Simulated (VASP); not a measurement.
Calculation: r2SCAN meta-GGA, VASP's PBE PAW potentials (set 64) (plane waves; VASP).

VASP ran on this input.

**INCAR**
```
ALGO = Normal
EDIFF = 1E-6
EDIFFG = -0.01
ENCUT = 400
IBRION = 2
ISIF = 3
ISMEAR = 1
LASPH = .TRUE.
LCHARG = .FALSE.
LMAXMIX = 4
LMIXTAU = .TRUE.
LREAL = .FALSE.
LWAVE = .FALSE.
METAGGA = R2SCAN
NELM = 100
NSW = 60
PREC = Accurate
SIGMA = 0.1
SYSTEM = TiAl
```

### KPOINTS
```
Automatic mesh
0
Gamma
10 10 10
0 0 0
```

POSCAR:
```
TiAl
1.0
  3.1790600000   0.0000000000   0.0000000000
  0.0000000000   3.1790600000   0.0000000000
  0.0000000000   0.0000000000   3.1790600000
Ti Al
1 1
Direct
  0.0000000000   0.0000000000   0.0000000000
  0.5000000000   0.5000000000   0.5000000000
```

POTCAR, in this order: Ti_sv Al (PBE.64 set). Program: vasp_std.

Output

**OSZICAR**
```
       N       E                     dE             d eps       ncg     rms          rms(c)
DAV:   1     0.718494279568E+02    0.71849E+02   -0.66610E+03  1246   0.119E+03
DAV:   2    -0.192117763651E+02   -0.91061E+02   -0.88655E+02  1244   0.319E+02
DAV:   3    -0.247552145704E+02   -0.55434E+01   -0.51707E+01  1880   0.754E+01
DAV:   4    -0.249610073578E+02   -0.20579E+00   -0.20319E+00  1549   0.127E+01
DAV:   5    -0.249716439922E+02   -0.10637E-01   -0.10632E-01  1839   0.250E+00    0.113E+01
DAV:   6    -0.204585636795E+02    0.45131E+01   -0.16423E+01  1708   0.577E+01    0.300E+00
DAV:   7    -0.201991209688E+02    0.25944E+00   -0.16224E+00  1491   0.168E+01    0.182E+00
DAV:   8    -0.200665190970E+02    0.13260E+00   -0.63080E-01  1453   0.894E+00    0.959E-01
DAV:   9    -0.202798604841E+02   -0.21334E+00   -0.14681E-01  1277   0.461E+00    0.466E-01
DAV:  10    -0.203063940901E+02   -0.26534E-01   -0.53899E-02  1397   0.319E+00    0.138E-01
DAV:  11    -0.203057870347E+02    0.60706E-03   -0.68243E-03  1276   0.132E+00    0.132E-01
DAV:  12    -0.203053252682E+02    0.46177E-03   -0.75276E-03  1283   0.125E+00    0.349E-02
DAV:  13    -0.203054019036E+02   -0.76635E-04   -0.53544E-04  1426   0.315E-01    0.180E-02
DAV:  14    -0.203056113512E+02   -0.20945E-03   -0.38014E-04  1310   0.200E-01    0.179E-02
DAV:  15    -0.203055926500E+02    0.18701E-04   -0.58634E-05  1525   0.106E-01    0.636E-03
DAV:  16    -0.203055881214E+02    0.45286E-05   -0.13022E-05  1395   0.443E-02    0.323E-03
DAV:  17    -0.203055905903E+02   -0.24688E-05   -0.25140E-06  1143   0.220E-02    0.999E-04
DAV:  18    -0.203055906612E+02   -0.70915E-07   -0.28514E-07   661   0.718E-03
   1 F= -.20305591E+02 E0= -.20305426E+02  d E =-.203056E+02
       N       E                     dE             d eps       ncg     rms          rms(c)
DAV:   1    -0.203493593037E+02   -0.43769E-01   -0.93429E-01  1332   0.157E+01    0.180E+00
DAV:   2    -0.203067073344E+02    0.42652E-01   -0.26980E-01  1374   0.704E+00    0.407E-01
DAV:   3    -0.203049331442E+02    0.17742E-02   -0.14128E-02  1561   0.119E+00    0.125E-01
DAV:   4    -0.203050439099E+02   -0.11077E-03   -0.32709E-03  1493   0.484E-01    0.572E-02
DAV:   5    -0.203057893196E+02   -0.74541E-03   -0.24956E-03  1709   0.370E-01    0.840E-02
DAV:   6    -0.203058166811E+02   -0.27362E-04   -0.10247E-04  1369   0.137E-01    0.613E-02
DAV:   7    -0.203060282815E+02   -0.21160E-03   -0.36912E-04  1752   0.186E-01    0.140E-02
DAV:   8    -0.203060267353E+02    0.15462E-05   -0.42064E-05  1378   0.851E-02    0.141E-02
DAV:   9    -0.203060314601E+02   -0.47248E-05   -0.34942E-06  1301   0.203E-02    0.372E-03
DAV:  10    -0.203060301346E+02    0.13255E-05   -0.19018E-06  1008   0.205E-02    0.631E-04
DAV:  11    -0.203060306114E+02   -0.47680E-06   -0.37519E-07   634   0.102E-02
   2 F= -.20306031E+02 E0= -.20305837E+02  d E =-.439950E-03
       N       E                     dE             d eps       ncg     rms          rms(c)
DAV:   1    -0.203138856052E+02   -0.78555E-02   -0.15817E-01  1340   0.651E+00    0.747E-01
DAV:   2    -0.203066803472E+02    0.72053E-02   -0.49542E-02  1385   0.297E+00    0.168E-01
DAV:   3    -0.203063175691E+02    0.36278E-03   -0.26438E-03  1523   0.527E-01    0.513E-02
DAV:   4    -0.203063306763E+02   -0.13107E-04   -0.62280E-04  1529   0.209E-01    0.230E-02
DAV:   5    -0.203064548082E+02   -0.12413E-03   -0.44518E-04  1695   0.155E-01    0.357E-02
DAV:   6    -0.203064546507E+02    0.15752E-06   -0.23176E-05  1345   0.645E-02    0.260E-02
DAV:   7    -0.203064826427E+02   -0.27992E-04   -0.70306E-05  1743   0.846E-02    0.522E-03
DAV:   8    -0.203064829760E+02   -0.33332E-06   -0.82558E-06  1342   0.368E-02
   3 F= -.20306483E+02 E0= -.20306301E+02  d E =-.892315E-03
```

OUTCAR:
```
------------------------ aborting loop because EDIFF is reached ----------------------------------------
  FORCE on cell =-STRESS in cart. coord.  units (eV):
  Direction    XX          YY          ZZ          XY          YZ          ZX
  --------------------------------------------------------------------------------------
  Total        0.0189782      0.0189782      0.0189782      0.0000000      0.0000000     -0.0000000
  in kB        0.9546476      0.9546476      0.9546476      0.0000000      0.0000000     -0.0000000
  external PRESSURE =       0.9546476 kB  Pullay stress =       0.0000000 kB
  volume of cell :       31.85
      direct lattice vectors                 reciprocal lattice vectors
     3.169866549  0.000000000 -0.000000000     0.315470694  0.000000000 -0.000000000
    -0.000000000  3.169866549 -0.000000000    -0.000000000  0.315470694 -0.000000000
     0.000000000  0.000000000  3.169866549     0.000000000  0.000000000  0.315470694
 POSITION                                       TOTAL-FORCE (eV/Angst)
 -----------------------------------------------------------------------------------
      0.00000      0.00000      0.00000         0.000000      0.000000     -0.000000
      1.58493      1.58493      1.58493        -0.000000     -0.000000      0.000000
 -----------------------------------------------------------------------------------
    total drift:                                0.000000      0.000000      0.000000
  FREE ENERGIE OF THE ION-ELECTRON SYSTEM (eV)
  ---------------------------------------------------
  free  energy   TOTEN  =       -20.3064829760 eV

  energy  without entropy=      -20.3059377375  energy(sigma->0) =      -20.30630123

 reached required accuracy - stopping structural energy minimisation
```
(Selected blocks of OUTCAR.)

**CONTCAR**
```
TiAl
   1.00000000000000
     3.1698665494638076    0.0000000000000000   -0.0000000000000000
    -0.0000000000000000    3.1698665494638076   -0.0000000000000000
     0.0000000000000000    0.0000000000000000    3.1698665494638076
  Ti              Al
     1     1
Direct
     0.0000000000000000    0.0000000000000000    0.0000000000000000
     0.5000000000000000    0.5000000000000000    0.5000000000000000
```

The structure comes from a computed database's TiAl entry (Pm-3m); how it stands against other phases isn't given here. This run relaxes it. Symmetry was kept, so distortions that lower it aren't found. The electron count is odd and the run is not spin-polarised, which forces a metal.
